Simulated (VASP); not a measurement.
Given:

```yaml
crystal:
  lattice:
    - [1.60958, -2.78787, 0.00000]
    - [1.60958, 2.78787, 0.00000]
    - [0.00000, 0.00000, 5.23962]
  atoms:
    - { symbol: Ga, position: [0.66667, 0.33333, 0.50004] }
    - { symbol: Ga, position: [0.33333, 0.66667, 0.00004] }
    - { symbol: N, position: [0.66667, 0.33333, 0.87696] }
    - { symbol: N, position: [0.33333, 0.66667, 0.37696] }
```

All values below come from HSE06 screened hybrid, VASP's PBE PAW potentials (set 64) (plane waves; VASP). Numerical set-up: 520 eV cut-off, 6×6×4 Γ-centred mesh, Gaussian smearing of 0.050 eV, potentials Ga_d N.

### Question
Predict the energy per atom (σ→0), pressure, band gap (over the mesh, the named points and PBE's band edges) with the smallest direct gap where there is one.

### Answer

* **band gap (over the mesh, the named points and PBE's band edges)**: 2.98 eV
* **smallest direct gap (over the mesh, the named points and PBE's band edges)**: 2.98 eV
* **energy per atom (σ→0)**: -7.388 eV/atom
* **pressure**: -6.21 GPa

The compound is GaN in the wurtzite structure. It was relaxed first.
